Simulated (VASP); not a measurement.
# NbBr (Fm-3m) in VASP: further runs

One crystal, NbBr, is run at these levels: r2SCAN; tasks: single point.

Program: VASP 6.6.1. These are calculated values, not measurements. Logs are shortened: lines on timing, memory, paths and dates and some standing lists are left out, and cuts for length are marked.

### 1 Starting point

Symmetry: Fm-3m, No. 225, cubic system. The conventional cell has a = 5.491 Å, b = 5.491 Å, c = 5.491 Å, α = 90.00°, β = 90.00°, γ = 90.00°. Nb (site symmetry m-3m) is surrounded by 6 Br at 2.75 Å. Around Br (site symmetry m-3m) lie 6 Nb at 2.75 Å.

The cell was built by a generator and needn't be a form met in nature.

### 2 Single point, r2SCAN

Contents of POSCAR:

```
NbBr
1.0
    0.0000000000      2.7453220000      2.7453220000
    2.7453220000      0.0000000000      2.7453220000
    2.7453220000      2.7453220000      0.0000000000
Nb Br
1 1
Direct
    0.0000000000      0.0000000000      0.0000000000
    0.5000000000      0.5000000000      0.5000000000
```

Contents of INCAR.step1:

```
SYSTEM = NbBr
PREC = Accurate ; ENCUT = 520
ISMEAR = -1 ; SIGMA = 0.1
LREAL = .FALSE. ; LASPH = .TRUE.
NELM = 60 ; NBANDS = 17
GGA = PE ; ALGO = Normal
EDIFF = 1E-4 ; LWAVE = .TRUE.
LCHARG = .FALSE.
```

Contents of INCAR.step2:

```
SYSTEM = NbBr
PREC = Accurate ; ENCUT = 520
EDIFF = 1E-6 ; ISMEAR = -1
SIGMA = 0.1 ; LREAL = .FALSE.
LASPH = .TRUE. ; NELM = 60
ALGO = Normal ; ISIF = 2
LWAVE = .FALSE. ; LCHARG = .FALSE.
METAGGA = R2SCAN ; LMIXTAU = .TRUE.
NBANDS = 17 ; ISTART = 1
```

Contents of KPOINTS:

```
Automatic mesh
0
G
  6 6 6
  0 0 0
```

Potentials or basis: VASP PAW PBE potentials, release 64 (Nb_sv, Br).

Run with:

```sh
> cat potpaw_PBE.64/Nb_sv/POTCAR potpaw_PBE.64/Br/POTCAR > POTCAR
> cp INCAR.step1 INCAR
> mpirun -np 1 vasp_std > vasp.out
> cp INCAR.step2 INCAR
> mpirun -np 1 vasp_std > vasp.out
```

OUTCAR:

```text
SYSTEM = NbBr
   PREC = Accurate
   ENCUT = 520
   EDIFF = 1E-6
   ISMEAR = -1
   LREAL = .FALSE.
   LASPH = .TRUE.
   NELM = 60
   ISIF = 2
   METAGGA = R2SCAN
   ISTART = 1

 ion  position               nearest neighbor table
   1  0.000  0.000  0.000-   2 2.75   2 2.75   2 2.75   2 2.75   2 2.75   2 2.75
   2  0.500  0.500  0.500-   1 2.75   1 2.75   1 2.75   1 2.75   1 2.75   1 2.75

  LATTYP: Found a face centered cubic cell.
 ALAT       =     5.4906440000

  Lattice vectors:

 A1 = (   0.0000000000,   2.7453220000,   2.7453220000)
 A2 = (   2.7453220000,   0.0000000000,   2.7453220000)
 A3 = (   2.7453220000,   2.7453220000,   0.0000000000)

Analysis of symmetry for initial positions (statically):
=====================================================================
 Subroutine PRICEL returns:
 Original cell was already a primitive cell.

 Routine SETGRP: Setting up the symmetry group for a
 face centered cubic supercell.

 Subroutine GETGRP returns: Found 48 space group operations
 (whereof 48 operations were pure point group operations)
 out of a pool of 48 trial point group operations.

The static configuration has the point symmetry O_h .

Analysis of symmetry for dynamics (positions and initial velocities):
=====================================================================
 Subroutine PRICEL returns:
 Original cell was already a primitive cell.

 Routine SETGRP: Setting up the symmetry group for a
 face centered cubic supercell.

 Subroutine GETGRP returns: Found 48 space group operations
 (whereof 48 operations were pure point group operations)
 out of a pool of 48 trial point group operations.

The dynamic configuration has the point symmetry O_h .

 Subroutine INISYM returns: Found 48 space group operations
 (whereof 48 operations are pure point group operations),
 and found     1 'primitive' translations

----------------------------------------------------------------------------------------

                                     Primitive cell

  volume of cell :      41.3818

  direct lattice vectors                    reciprocal lattice vectors
     0.000000000  2.745322000  2.745322000    -0.182127998  0.182127998  0.182127998
     2.745322000  0.000000000  2.745322000     0.182127998 -0.182127998  0.182127998
     2.745322000  2.745322000  0.000000000     0.182127998  0.182127998 -0.182127998

  length of vectors
     3.882471605  3.882471605  3.882471605     0.315454946  0.315454946  0.315454946

  position of ions in fractional coordinates (direct lattice)
     0.000000000  0.000000000  0.000000000
     0.500000000  0.500000000  0.500000000

  ion indices of the primitive-cell ions
   primitive index   ion index
                 1           1
                 2           2

----------------------------------------------------------------------------------------

 KPOINTS: Automatic mesh

Automatic generation of k-mesh.
 Grid dimensions read from file:
 generate k-points for:    6    6    6

 Generating k-lattice:

  Cartesian coordinates                     Fractional coordinates (reciprocal lattice)
    -0.030354666  0.030354666  0.030354666     0.166666667  0.000000000  0.000000000
     0.030354666 -0.030354666  0.030354666     0.000000000  0.166666667  0.000000000
     0.030354666  0.030354666 -0.030354666     0.000000000  0.000000000  0.166666667

  Length of vectors
     0.052575824  0.052575824  0.052575824

  Shift w.r.t. Gamma in fractional coordinates (k-lattice)
     0.000000000  0.000000000  0.000000000

 Subroutine IBZKPT returns following result:
 ===========================================

 Found     16 irreducible k-points:

 Following reciprocal coordinates:
            Coordinates               Weight
  0.000000  0.000000  0.000000      1.000000
  0.166667  0.000000  0.000000      8.000000
  0.333333  0.000000  0.000000      8.000000
  0.500000  0.000000  0.000000      4.000000
  0.166667  0.166667  0.000000      6.000000
  0.333333  0.166667  0.000000     24.000000
[... 8 lines left out ...]
 -0.333333  0.333333  0.166667     24.000000
 -0.333333  0.500000  0.166667     12.000000
   k-points           NKPTS =     16   k-points in BZ     NKDIM =     16   number of bands    NBANDS=     17
   number of dos      NEDOS =    301   number of ions     NIONS =      2
   total plane-waves  NPLWV =  27000
   dimension x,y,z NGX =    30 NGY =   30 NGZ =   30
   dimension x,y,z NGXF=    60 NGYF=   60 NGZF=   60
   ions per type =               1   1
   NGX,Y,Z   is equivalent  to a cutoff of  12.85, 12.85, 12.85 a.u.
   NGXF,Y,Z  is equivalent  to a cutoff of  25.69, 25.69, 25.69 a.u.
 SYSTEM =  NbBr
   PREC   = accura    normal or accurate (medium, high low for compatibility)
   ISTART =      1    job   : 0-new  1-cont  2-samecut
   ICHARG =      0    charge: 1-file 2-atom 10-const
   ISPIN  =      1    spin polarized calculation?
   LNONCOLLINEAR =      F non collinear calculations
   LSORBIT =      F    spin-orbit coupling
   LASPH  =      T    aspherical Exc in radial PAW
   ENCUT  =  520.0 eV  38.22 Ry    6.18 a.u.   7.22  7.22  7.22*2*pi/ulx,y,z
   NELM   =     60;   NELMIN=  2; NELMDL=  0     # of ELM steps
   EDIFF  = 0.1E-05   stopping-criterion for ELM
   LREAL  =      F    real-space projection
   EDIFFG = 0.1E-04   stopping-criterion for IOM
   NSW    =      0    number of steps for IOM
   IBRION =     -1    ionic relax: 0-MD 1-quasi-New 2-CG
   NFREE  =      0    steps in history (QN), initial steepest desc. (CG)
   ISIF   =      2    stress and relaxation
   ISYM   =      2    0-nonsym 1-usesym 2-fastsym
   POTIM  = 0.5000    time-step for ionic-motion
   TEBEG  =    0.0;   TEEND  =   0.0 temperature during run
   PSTRESS=    0.0 pullay stress
   NELECT =      20.0000    total number of electrons
   NUPDOWN=      -1.0000    fix difference up-down
   EMIN   =  10.00;   EMAX   =-10.00  energy-range for DOS
   EFERMI =   0.00;   METHOD = LEGACY
   ISMEAR =    -1;   SIGMA  =   0.10  broadening in eV -4-tet -1-fermi 0-gaus
   EFERMI_NEDOS =   21; number of points for ismear=-14 and -15
   IALGO  =     38    algorithm
   IMIX   =      4    mixing-type and parameters
     AMIX     =   0.40;   BMIX     =  1.00
     AMIX_MAG =   1.60;   BMIX_MAG =  1.00
  volume/ion in A,a.u.               =      20.69       139.63
  Fermi-wavevector in a.u.,A,eV,Ry     =   1.284739  2.427804 22.457151  1.650554
  Thomas-Fermi vector in A             =   2.416915
   LORBIT       =      0    0 simple, 1 ext, 2 COOP (PROOUT), +10 PAW based schemes
   METAGGA = R2SCAN    functional components
   LHFCALC =     F    Hartree Fock is set to
   AEXX    =    0.0000 exact exchange contribution
   IVDW    =     0    specifies the selected vdW correction
   LEPSILON=     F    determine dielectric tensor
   LRPA    =     F    only Hartree local field effects (RPA)
 non-spin polarized calculation
  energy-cutoff  :      520.00
  volume of cell :       41.38
 maximum number of plane-waves:      1139
 NGX is ok and might be reduce to    30
   NGX = 15   NGY = 15   NGZ = 15

 number of electron      20.0000000 magnetization

 Free energy of the ion-electron system (eV)
  ---------------------------------------------------
  ext. energy  EPLUGINS =         0.00000000
  ---------------------------------------------------
  free energy    TOTEN  =       -36.16269011 eV

  energy without entropy =      -36.07150122  energy(sigma->0) =      -36.11709567

 E-fermi :   9.5242     XC(G=0): -11.6244

 val. band max:        9.5103435343   @ k =   0.3333   0.1667   0.0000
 cond. band min:       9.5677353126   @ k =   0.5000   0.3333   0.1667
 fundamental gap:      0.0573917783
 Fermi energy:         9.5242391067

 k-point     1 :       0.0000    0.0000    0.0000
  band No.  band energies     occupation
      1     -48.0318      2.00000
      2     -23.4460      2.00000
      3     -23.4460      2.00000
      4     -23.4460      2.00000
      5     -10.3558      2.00000
      6       3.6365      2.00000
[... 9 lines left out ...]
     16      20.2731      0.00000
     17      20.2731      0.00000

 k-point     2 :       0.1667    0.0000    0.0000
  band No.  band energies     occupation
      1     -48.0299      2.00000
      2     -23.4798      2.00000
      3     -23.4485      2.00000
      4     -23.4485      2.00000
      5     -10.1756      2.00000
      6       2.4708      2.00000
[... 9 lines left out ...]
     16      19.0722      0.00000
     17      19.0732      0.00000

 k-point     3 :       0.3333    0.0000    0.0000
  band No.  band energies     occupation
      1     -48.0262      2.00000
      2     -23.5464      2.00000
      3     -23.4534      2.00000
      4     -23.4534      2.00000
      5      -9.7894      2.00000
      6       0.8569      2.00000
[... 9 lines left out ...]
     16      16.4495      0.00000
     17      16.4495      0.00000

 k-point     4 :       0.5000    0.0000    0.0000
  band No.  band energies     occupation
      1     -48.0243      2.00000
      2     -23.5792      2.00000
      3     -23.4558      2.00000
      4     -23.4558      2.00000
      5      -9.5802      2.00000
      6       0.1947      2.00000
[... 9 lines left out ...]
     16      14.8012      0.00000
     17      17.5684      0.00000
[... 183 lines left out ...]
      1     -48.0237      2.00000
      2     -23.5364      2.00000
      3     -23.4900      2.00000
      4     -23.4678      2.00000
      5      -9.7365      2.00000
      6       0.9832      2.00000
[... 9 lines left out ...]
     16      16.3915      0.00000
     17      18.4637      0.00000

 k-point    15 :      -0.3333    0.3333    0.1667
  band No.  band energies     occupation
      1     -48.0224      2.00000
      2     -23.5400      2.00000
      3     -23.5011      2.00000
      4     -23.4755      2.00000
      5      -9.6643      2.00000
      6       1.0790      2.00000
[... 9 lines left out ...]
     16      16.4907      0.00000
     17      17.0900      0.00000

 k-point    16 :      -0.3333    0.5000    0.1667
  band No.  band energies     occupation
      1     -48.0218      2.00000
      2     -23.5307      2.00000
      3     -23.5014      2.00000
      4     -23.4914      2.00000
      5      -9.7241      2.00000
      6       1.4952      2.00000
[... 9 lines left out ...]
     16      17.0540      0.00000
     17      18.2042      0.00000

------------------------ aborting loop because EDIFF is reached ----------------------------------------

  FORCE on cell =-STRESS in cart. coord.  units (eV):
  Direction    XX          YY          ZZ          XY          YZ          ZX
  --------------------------------------------------------------------------------------
  -------------------------------------------------------------------------------------
  Total       -1.1521937     -1.1521937     -1.1521937      0.0000000      0.0000000      0.0000000
  in kB      -44.6093841    -44.6093841    -44.6093841      0.0000000      0.0000000      0.0000000
  external PRESSURE =     -44.6093841 kB  Pullay stress =       0.0000000 kB

 VOLUME and BASIS-vectors are now :
 -----------------------------------------------------------------------------
  energy-cutoff  :      520.00
  volume of cell :       41.38
      direct lattice vectors                 reciprocal lattice vectors
     0.000000000  2.745322000  2.745322000    -0.182127998  0.182127998  0.182127998
     2.745322000  0.000000000  2.745322000     0.182127998 -0.182127998  0.182127998
     2.745322000  2.745322000  0.000000000     0.182127998  0.182127998 -0.182127998

 POSITION                                       TOTAL-FORCE (eV/Angst)
 -----------------------------------------------------------------------------------
      0.00000      0.00000      0.00000        -0.000000     -0.000000      0.000000
      2.74532      2.74532      2.74532         0.000000      0.000000     -0.000000
 -----------------------------------------------------------------------------------
    total drift:                               -0.000000      0.000000      0.000000

  FREE ENERGIE OF THE ION-ELECTRON SYSTEM (eV)
  ---------------------------------------------------
  free  energy   TOTEN  =       -36.1626901124 eV

  energy  without entropy=      -36.0715012187  energy(sigma->0) =      -36.11709567
```

It took 27 s on 1 thread of Intel Xeon 6975P-C (Granite Rapids), shared host; peak memory 0.16 GiB.

What came out:

```yaml
Free_energy: -36.1627 eV
Pressure: -4.5 GPa
Band_gap_on_the_k_mesh: none (metal or under the smearing width)
```

Caveat: the PAW data sets were made with another functional, which shifts forces and pressure a little.

### 3 Single point, r2SCAN

POSCAR is that of step 2.

Contents of INCAR.step1:

```
PREC = Accurate
ENCUT = 520
ISMEAR = -1
SIGMA = 0.1
LREAL = False
LASPH = True
NELM = 80
NBANDS = 17
GGA = PE
ALGO = Normal
EDIFF = 1E-4
LWAVE = True
LCHARG = False
```

Contents of INCAR.step2:

```
PREC = Accurate
ENCUT = 520
EDIFF = 1E-7
ISMEAR = -1
SIGMA = 0.1
LREAL = False
LASPH = True
NELM = 80
ALGO = Normal
ISIF = 2
LWAVE = False
LCHARG = True
METAGGA = R2SCAN
LMIXTAU = True
LELF = True
LVHAR = True
NBANDS = 17
ISTART = 1
```

Contents of KPOINTS:

```
Automatic mesh
0
Gamma
  6 6 6
```

Potentials or basis: VASP PAW PBE potentials, release 64 (Nb_sv, Br).

Run with:

```sh
> cat potpaw_PBE.64/Nb_sv/POTCAR potpaw_PBE.64/Br/POTCAR > POTCAR
> cp INCAR.step1 INCAR
> mpirun -np 1 vasp_std > vasp.out
> cp INCAR.step2 INCAR
> mpirun -np 1 vasp_std > vasp.out
```

It took 34 s on 1 thread of Intel Xeon 6975P-C (Granite Rapids), shared host; peak memory 0.16 GiB.

It converged, with:

```yaml
Free_energy: -36.1627 eV
Pressure: -4.5 GPa
Band_gap_on_the_k_mesh: none (metal or under the smearing width)
```

Levels at points of the mesh, in eV from the Fermi level:
| k point | band 8 | band 9 | band 10 | band 11 | band 12 | band 13 |
| --- | --- | --- | --- | --- | --- | --- |
| (0.00, 0.00, 0.00) | -5.89 | -1.76 | -1.76 | -1.76 | -1.20 | -1.20 |
| (0.50, 0.00, 0.00) | -7.51 | 0.21 | 0.21 | 0.35 | 1.33 | 3.27 |
| (0.50, 0.50, 0.00) | -6.75 | -3.36 | -0.31 | 0.86 | 0.86 | 1.13 |

Caveat: the PAW data sets were made with another functional, which shifts forces and pressure a little.

### 4 Single point, r2SCAN

POSCAR is that of step 3.

Contents of INCAR.step1:

```
ALGO = Normal
EDIFF = 1E-4
ENCUT = 520
GGA = PE
ISMEAR = -1
LASPH = T
LCHARG = F
LREAL = F
LWAVE = T
NBANDS = 17
NELM = 80
PREC = Accurate
SIGMA = 0.1
```

Contents of INCAR.step2:

```
ALGO = Normal
EDIFF = 1E-6
ENCUT = 520
ISIF = 2
ISMEAR = -1
ISTART = 1
LASPH = T
LCHARG = T
LELF = T
LMIXTAU = T
LREAL = F
LVHAR = T
LWAVE = F
METAGGA = R2SCAN
NBANDS = 17
NELM = 80
PREC = Accurate
SIGMA = 0.1
```

Contents of KPOINTS:

```
k-points
0
Gamma
  6 6 6
```

Run with:

```sh
> cat potpaw_PBE.64/Nb_sv/POTCAR potpaw_PBE.64/Br/POTCAR > POTCAR
> cp INCAR.step1 INCAR
> mpirun -np 1 vasp_std > vasp.out
> cp INCAR.step2 INCAR
> mpirun -np 1 vasp_std > vasp.out
```

It took 29 s on 1 thread of Intel Xeon 6975P-C (Granite Rapids), shared host; peak memory 0.16 GiB.

It converged, with:

| Property | Result |
| --- | --- |
| Free energy | -36.1627 eV |
| Pressure | -4.5 GPa |
| Band gap on the k mesh | none (metal or under the smearing width) |

Levels at points of the mesh, in eV from the Fermi level:
```tsv
k point	band 8	band 9	band 10	band 11	band 12	band 13
(0.00, 0.00, 0.00)	-5.89	-1.76	-1.76	-1.76	-1.20	-1.20
(0.50, 0.00, 0.00)	-7.51	0.21	0.21	0.35	1.33	3.27
(0.50, 0.50, 0.00)	-6.75	-3.36	-0.31	0.86	0.86	1.13
```

Caveat: the PAW data sets were made with another functional, which shifts forces and pressure a little.
